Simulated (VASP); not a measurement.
Crystal: Ba.

```
Ba
1.0
    -2.51250    2.51250    2.51250
     2.51250   -2.51250    2.51250
     2.51250    2.51250   -2.51250
Ba
1
Direct
  0.00000 0.00000 0.00000
```

| Item | Value |
| --- | --- |
| Program | VASP 6.6.1 |
| Task | relaxation of cell and atoms |
| Functional | PBEsol |
| Potentials or basis | VASP PAW PBE potentials, release 64 (Ba_sv) |
| Cutoff | 480 eV |
| k mesh | 12 × 12 × 12 |
| Occupations | gaussian, width 0.1 eV |
| Spin | no spin polarisation |

At the start: pressure -0.7 GPa; volume 63.44 Å³/atom.

Problem. Where does the relaxation end?

Solution. Over 4 steps the energy falls by 10.7 meV/atom and the volume is 58.49 Å³/atom (-7.8 %); space group Im-3m (No. 229, to 0.05 Å).

Step by step:
```tsv
step	energy change (eV)	largest force (eV/Å)	pressure (GPa)	volume (Å³)
1	0.0000	0.0000	-0.66	63.44
2	-0.0077	0.0000	-0.37	61.07
3	-0.0107	0.0000	-0.03	58.68
4	-0.0107	0.0000	0.00	58.49
```

Final structure:
```
Ba
1.0
    -2.44534    2.44534    2.44534
     2.44534   -2.44534    2.44534
     2.44534    2.44534   -2.44534
Ba
1
Direct
  0.00000 0.00000 0.00000
```

Caveat: the PAW data sets were made with another functional, which shifts forces and pressure a little.
